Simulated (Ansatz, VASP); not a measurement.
# Cross-check of HfO2 between VASP and Ansatz

Wanted: the spread between two codes on one cell, functional and k mesh. The two relaxations start from unlike cells of this crystal (the structure described is Ansatz's start), so only their ends are compared.

Calculated with Ansatz 0.2.0; plane waves, with VASP 6.6.1 beside it; relaxation of cell and atoms at r2SCAN with rVV10.

**1. The starting structure**

It takes space group Fm-3m (No. 225, cubic). The conventional cell has a = 5.115 Å, b = 5.115 Å, c = 5.115 Å, α = 90.00°, β = 90.00°, γ = 90.00°. Nearest to Hf lie 8 O at 2.21 Å. Nearest to O lie 4 Hf at 2.21 Å. Farther neighbours and most contacts between anions are not listed.

Coordinates:

```cif
data_structure
_symmetry_space_group_name_H-M 'Fm-3m'
_symmetry_Int_Tables_number 225
_cell_length_a 5.1150
_cell_length_b 5.1150
_cell_length_c 5.1150
_cell_angle_alpha 90.000
_cell_angle_beta 90.000
_cell_angle_gamma 90.000
_cell_volume 133.82
loop_
_atom_site_label
_atom_site_type_symbol
_atom_site_symmetry_multiplicity
_atom_site_Wyckoff_symbol
_atom_site_fract_x
_atom_site_fract_y
_atom_site_fract_z
_atom_site_occupancy
Hf1 Hf 4 a 0.00000 0.00000 0.00000 1
O1 O 8 c 0.25000 0.75000 0.75000 1
```

**2. VASP: relaxation of cell and atoms, r2SCAN with rVV10**

The relaxed volume is the usual yardstick between codes: in a stiff, nearly cubic crystal its relative difference is about their pressure difference at one cell divided by the bulk modulus.

Lines of VASP's logs that name or quote its potential files are left out, and so is its time.

The input, INCAR:

```
SYSTEM = HfO2
PREC = Accurate
ENCUT = 660
EDIFF = 1E-07
NELM = 120
ISMEAR = 0
SIGMA = 0.02
LREAL = .FALSE.
ALGO = Normal
METAGGA = R2SCAN
LUSE_VDW = .TRUE.
IVDW_NL = 2
BPARAM = 11.95
CPARAM = 0.0093
LASPH = .TRUE.
NBANDS = 17
LORBIT = 11
LWAVE = .FALSE.
LCHARG = .FALSE.
ISIF = 3
IBRION = 2
NSW = 80
EDIFFG = -0.005
GGA_COMPAT = .FALSE.
NELMIN = 4
EFERMI = MIDGAP
LMIXTAU = .TRUE.
```

The input, POSCAR:

```
HfO2
1.0
    0.0000000000      2.5116187054      2.5116187054
    2.5116187054      0.0000000000      2.5116187054
    2.5116187054      2.5116187054      0.0000000000
Hf O
1 2
Direct
    0.0000000000      0.0000000000      0.0000000000
    0.2500000000      0.2500000000      0.2500000000
    0.7500000000      0.7500000000      0.7500000000
```

The input, KPOINTS:

```
Automatic mesh
0
Gamma
6 6 6
0 0 0
```

Potentials, in the order of the species: Hf_pv and O (PBE family, release 64).

Launch:

```console
> mpirun -np 1 vasp_std
```

Numbers of over 12 decimals in the logs are rounded to 6 here.

Log:

```text
[banner, memory and clock lines left out]
running    1 mpi-ranks, on    1 nodes
 distrk:  each k-point on    1 cores,    1 groups
 distr:  one band on    1 cores,    1 groups

 POSCAR found type information on POSCAR HfO
 POSCAR found :  2 types and       3 ions
|                                                                             |
|               ----> ADVICE to this user running VASP <----                  |
|                                                                             |
|     You have switched on vdW-DFT.                                           |
|     This routine was written and supplied by Jiri Klimes. We recommend      |
|     that you carefully read and cite the following publications:            |
|       J. Klimes, D.R. Bowler, A. Michelides                                 |
|          J. Phys.: Cond Matt. 22 022201 (2010)                              |
|       J. Klimes, D.R. Bowler, A. Michelides                                 |
|          Phys. Rev. B. 83, 195131 (2011)                                    |
|     and references therein.                                                 |
|                                                                             |

|                                                                             |
|               ----> ADVICE to this user running VASP <----                  |
|                                                                             |
|     You enforced a specific xc type in the INCAR file but a different       |
|     [... a line on the potential file left out ...]
|     I HOPE YOU KNOW WHAT YOU ARE DOING!                                     |
|                                                                             |

 LDA part: xc-table for (None), standard interpolation
 POSCAR, INCAR and KPOINTS ok, starting setup
 FFT: planning ... GRIDC
 FFT: planning ... GRID_SOFT
 FFT: planning ... GRID
 WAVECAR not read
 entering main loop
       N       E                     dE             d eps       ncg     rms          rms(c)
Total rVV10 correction in eV:      0.4156298    23.2630164
DAV:   1     0.725156738578E+02    0.72516E+02   -0.15011E+04   544   0.159E+03
DAV:   2    -0.755748378415E+02   -0.14809E+03   -0.14516E+03   726   0.338E+02
DAV:   3    -0.800552988795E+02   -0.44805E+01   -0.44675E+01   654   0.539E+01
DAV:   4    -0.800798322146E+02   -0.24533E-01   -0.24529E-01   672   0.431E+00
DAV:   5    -0.800799967281E+02   -0.16451E-03   -0.16451E-03   680   0.332E-01    0.547E+01
Total rVV10 correction in eV:      0.4559427    23.2630164
DAV:   6    -0.676804642071E+02    0.12400E+02   -0.12275E+01   557   0.285E+01    0.409E+01
Total rVV10 correction in eV:      0.4691704    23.2630164
DAV:   7    -0.692897698529E+02   -0.16093E+01   -0.23064E+00   644   0.133E+01    0.249E+01
Total rVV10 correction in eV:      0.4691749    23.2630164
DAV:   8    -0.645413593384E+02    0.47484E+01   -0.15485E+00   550   0.145E+01    0.606E+00
Total rVV10 correction in eV:      0.4712664    23.2630164
DAV:   9    -0.678343604227E+02   -0.32930E+01   -0.10188E+00   547   0.984E+00    0.636E+00
Total rVV10 correction in eV:      0.4744147    23.2630164
DAV:  10    -0.681602916493E+02   -0.32593E+00   -0.61838E-01   553   0.629E+00    0.116E+00
Total rVV10 correction in eV:      0.4748591    23.2630164
DAV:  11    -0.680867930316E+02    0.73499E-01   -0.36600E-02   544   0.210E+00    0.948E-01
Total rVV10 correction in eV:      0.4773191    23.2630164
DAV:  12    -0.680815261506E+02    0.52669E-02   -0.41736E-03   683   0.599E-01    0.619E-01
Total rVV10 correction in eV:      0.4759214    23.2630164
DAV:  13    -0.680866642036E+02   -0.51381E-02   -0.49385E-03   571   0.598E-01    0.120E-01
Total rVV10 correction in eV:      0.4765236    23.2630164
DAV:  14    -0.680865733287E+02    0.90875E-04   -0.53101E-04   581   0.182E-01    0.391E-02
Total rVV10 correction in eV:      0.4768367    23.2630164
DAV:  15    -0.680865638397E+02    0.94890E-05   -0.14966E-04   649   0.873E-02    0.135E-02
Total rVV10 correction in eV:      0.4767662    23.2630164
DAV:  16    -0.680865613536E+02    0.24861E-05   -0.12353E-05   588   0.356E-02    0.134E-02
Total rVV10 correction in eV:      0.4767488    23.2630164
DAV:  17    -0.680865645142E+02   -0.31605E-05   -0.26768E-06   704   0.144E-02    0.180E-03
Total rVV10 correction in eV:      0.4767460    23.2630164
DAV:  18    -0.680865655583E+02   -0.10441E-05   -0.48837E-07   560   0.778E-03    0.272E-03
Total rVV10 correction in eV:      0.4767492    23.2630164
DAV:  19    -0.680865653850E+02    0.17324E-06   -0.52335E-08   344   0.232E-03    0.223E-03
Total rVV10 correction in eV:      0.4767476    23.2630164
DAV:  20    -0.680865655257E+02   -0.14067E-06   -0.15310E-08   304   0.144E-03    0.655E-04
Total rVV10 correction in eV:      0.4767468    23.2630164
DAV:  21    -0.680865654943E+02    0.31418E-07   -0.55397E-09   290   0.840E-04
Total rVV10 correction in eV:      0.4767452    23.2630164
Total rVV10 correction in eV:      0.4767458    23.2630164
   1 F= -.68086565E+02 E0= -.68086565E+02  d E =-.680866E+02
 curvature:   0.00 expect dE= 0.000E+00 dE for cont linesearch  0.000E+00
 trial: gam= 0.00000 g(F)=  0.778E-46 g(S)=  0.148E-04 ort = 0.000E+00 (trialstep = 0.100E+01)
 search vector abs. value=  0.148E-04
 bond charge predicted
       N       E                     dE             d eps       ncg     rms          rms(c)
Total rVV10 correction in eV:      0.4767496    23.2630164
DAV:   1    -0.680866328771E+02   -0.67351E-04   -0.18638E-03   562   0.387E-01    0.148E-01
Total rVV10 correction in eV:      0.4765548    23.2630164
DAV:   2    -0.680865627167E+02    0.70160E-04   -0.25672E-04   575   0.118E-01    0.429E-02
Total rVV10 correction in eV:      0.4765339    23.2630164
DAV:   3    -0.680865547588E+02    0.79579E-05   -0.12918E-05   554   0.324E-02    0.283E-02
Total rVV10 correction in eV:      0.4765024    23.2630164
DAV:   4    -0.680865501530E+02    0.46058E-05   -0.60893E-06   602   0.214E-02    0.178E-02
Total rVV10 correction in eV:      0.4765018    23.2630164
DAV:   5    -0.680865468199E+02    0.33331E-05   -0.46565E-06   548   0.257E-02    0.458E-03
Total rVV10 correction in eV:      0.4765043    23.2630164
DAV:   6    -0.680865490594E+02   -0.22395E-05   -0.48182E-06   552   0.253E-02    0.117E-02
Total rVV10 correction in eV:      0.4765031    23.2630164
DAV:   7    -0.680865505367E+02   -0.14773E-05   -0.38878E-07   560   0.675E-03    0.911E-04
Total rVV10 correction in eV:      0.4765030    23.2630164
DAV:   8    -0.680865505617E+02   -0.24998E-07   -0.28434E-09   285   0.610E-04
Total rVV10 correction in eV:      0.4765042    23.2630164
Total rVV10 correction in eV:      0.4765028    23.2630164
   2 F= -.68086551E+02 E0= -.68086551E+02  d E =0.149326E-04
 trial-energy change:    0.000015  1 .order    0.000006   -0.000015    0.000027
 step:   0.3543(harm=  0.3543)  dis= 0.00000  next Energy=   -68.086568 (dE=-0.262E-05)
 bond charge predicted
       N       E                     dE             d eps       ncg     rms          rms(c)
Total rVV10 correction in eV:      0.4765003    23.2630164
DAV:   1    -0.680865896694E+02   -0.39133E-04   -0.77840E-04   562   0.250E-01    0.955E-02
Total rVV10 correction in eV:      0.4766264    23.2630164
DAV:   2    -0.680865659264E+02    0.23743E-04   -0.10832E-04   574   0.767E-02    0.274E-02
Total rVV10 correction in eV:      0.4766398    23.2630164
DAV:   3    -0.680865641858E+02    0.17406E-05   -0.54681E-06   556   0.212E-02    0.183E-02
Total rVV10 correction in eV:      0.4766603    23.2630164
DAV:   4    -0.680865645579E+02   -0.37214E-06   -0.25765E-06   596   0.140E-02    0.114E-02
Total rVV10 correction in eV:      0.4766605    23.2630164
DAV:   5    -0.680865610700E+02    0.34879E-05   -0.20985E-06   546   0.174E-02    0.311E-03
Total rVV10 correction in eV:      0.4766593    23.2630164
DAV:   6    -0.680865647228E+02   -0.36528E-05   -0.20973E-06   550   0.167E-02    0.752E-03
Total rVV10 correction in eV:      0.4766600    23.2630164
DAV:   7    -0.680865646258E+02    0.96966E-07   -0.14624E-07   419   0.412E-03
Total rVV10 correction in eV:      0.4766594    23.2630164
Total rVV10 correction in eV:      0.4766600    23.2630164
   3 F= -.68086565E+02 E0= -.68086565E+02  d E =0.868447E-06
 curvature:  -0.18 expect dE=-0.508E-09 dE for cont linesearch -0.508E-09
 trial: gam=-0.01372 g(F)=  0.653E-46 g(S)=  0.287E-08 ort = 0.206E-06 (trialstep = 0.871E+00)
 search vector abs. value=  0.101E-09
 reached required accuracy - stopping structural energy minimisation
```

From OUTCAR (step 2):

```text
ion  position               nearest neighbor table
   1  0.000  0.000  0.000-   3 2.18   3 2.18   3 2.18   2 2.18   3 2.18   2 2.18   2 2.18   2 2.18

  LATTYP: Found a face centered cubic cell.
 ALAT       =     5.0232374108

 Subroutine GETGRP returns: Found 48 space group operations
 (whereof 48 operations were pure point group operations)

The static configuration has the point symmetry O_h .

 Found     16 irreducible k-points:

   k-points           NKPTS =     16   k-points in BZ     NKDIM =     16   number of bands    NBANDS=     17

   dimension x,y,z NGX =    30 NGY =   30 NGZ =   30
   dimension x,y,z NGXF=    60 NGYF=   60 NGZF=   60

   ENCUT  =  660.0 eV  48.51 Ry    6.96 a.u.   7.44  7.44  7.44*2*pi/ulx,y,z

   NELECT =      22.0000    total number of electrons

 k-points in reciprocal lattice and weights: Automatic mesh
   0.00000000  0.00000000  0.00000000       0.005
   0.16666667  0.00000000  0.00000000       0.037
   0.33333333  0.00000000  0.00000000       0.037
   0.50000000  0.00000000  0.00000000       0.019
   0.16666667  0.16666667  0.00000000       0.028
   0.33333333  0.16666667  0.00000000       0.111
   0.50000000  0.16666667  0.00000000       0.111
  -0.33333333  0.16666667  0.00000000       0.111
  -0.16666667  0.16666667  0.00000000       0.056
[...]
-0.33333333  0.33333333  0.16666667       0.111
  -0.33333333  0.50000000  0.16666667       0.056

 average (electrostatic) potential at core
       1 -42.8151       2 -73.0949       3 -73.0949

 E-fermi :   6.3084

 k-point     1 :       0.0000    0.0000    0.0000
  band No.  band energies     occupation
    ...
      7      -1.4894      2.00000
      8      -1.4894      2.00000
      9       3.4833      2.00000
     10       3.4833      2.00000
     11       3.4833      2.00000
     12       8.6049      0.00000
     13       8.6049      0.00000
     14      10.7394      0.00000
     15      15.5169      0.00000
     16      15.5169      0.00000
    ...

 k-point     2 :       0.1667    0.0000    0.0000
  band No.  band energies     occupation
    ...
      7      -1.2168      2.00000
      8      -0.7457      2.00000
      9       2.7392      2.00000
     10       3.0205      2.00000
     11       3.0205      2.00000
     12       9.0655      0.00000
     13       9.0655      0.00000
     14      11.6450      0.00000
     15      14.4091      0.00000
     16      15.0437      0.00000
    ...

 k-point     3 :       0.3333    0.0000    0.0000
  band No.  band energies     occupation
    ...
      7      -0.6569      2.00000
      8       0.6408      2.00000
      9       1.5507      2.00000
     10       2.3888      2.00000
     11       2.3888      2.00000
     12       9.4325      0.00000
     13       9.4325      0.00000
     14      11.6451      0.00000
     15      14.4941      0.00000
     16      14.4941      0.00000
    ...

  Total       -0.0002439     -0.0002439     -0.0002439      0.0000000     -0.0000000      0.0000000
  in kB       -0.0123347     -0.0123347     -0.0123347      0.0000000     -0.0000000      0.0000000
  external PRESSURE =      -0.0123347 kB  Pullay stress =       0.0000000 kB

  energy-cutoff  :      660.00
  volume of cell :       31.68
      direct lattice vectors                 reciprocal lattice vectors
     0.000000000  2.511367949  2.511367949    -0.199094681  0.199094681  0.199094681
     2.511367949  0.000000000  2.511367949     0.199094681 -0.199094681  0.199094681
     2.511367949  2.511367949 -0.000000000     0.199094681  0.199094681 -0.199094681

 POSITION                                       TOTAL-FORCE (eV/Angst)
 -----------------------------------------------------------------------------------
      0.00000      0.00000      0.00000         0.000000      0.000000      0.000000
      1.25568      1.25568      1.25568         0.000000      0.000000      0.000000
      3.76705      3.76705      3.76705        -0.000000     -0.000000     -0.000000
 -----------------------------------------------------------------------------------
    total drift:                                0.000000     -0.000000      0.000000

  FREE ENERGIE OF THE ION-ELECTRON SYSTEM (eV)
  ---------------------------------------------------
  free  energy   TOTEN  =       -68.0865646258 eV

  energy  without entropy=      -68.0865646258  energy(sigma->0) =      -68.08656463

 reached required accuracy - stopping structural energy minimisation

 total charge
# of ion       s       p       d       tot
------------------------------------------
    1        0.304   6.604   1.362   8.270
    2        1.564   3.598   0.000   5.162
    3        1.564   3.598   0.000   5.162
--------------------------------------------------
tot          3.431  13.801   1.362  18.594

[... 3 further parts left out ...]
```

CONTCAR:

```
HfO2
   1.00000000000000
     0.0000000000000000    2.5113679494115591    2.5113679494115591
     2.5113679494115591    0.0000000000000000    2.5113679494115591
     2.5113679494115591    2.5113679494115591   -0.0000000000000000
  Hf              O
     1     2
Direct
     0.0000000000000000    0.0000000000000000    0.0000000000000000
     0.2500000000000000    0.2500000000000000    0.2500000000000000
     0.7500000000000000    0.7500000000000000    0.7500000000000000
```

Harder data sets than Hf_pv exist (the GW ones), and pressures, volumes and forces can shift noticeably with them.

(Part 1 of 2 ends here.)

[Lines on the potential files, build, host, timing and source positions are cut from VASP's logs without a mark.]

[Logs are printed without paths, hosts, clocks, repeated set-up lines and the standing remarks that a program may print on its own settings, such as how far it seeks lower states.]

[Hosts, paths, dates, database ids (printed as entryN), source tags and the programs' standing remarks are cut or masked in the printed files.]
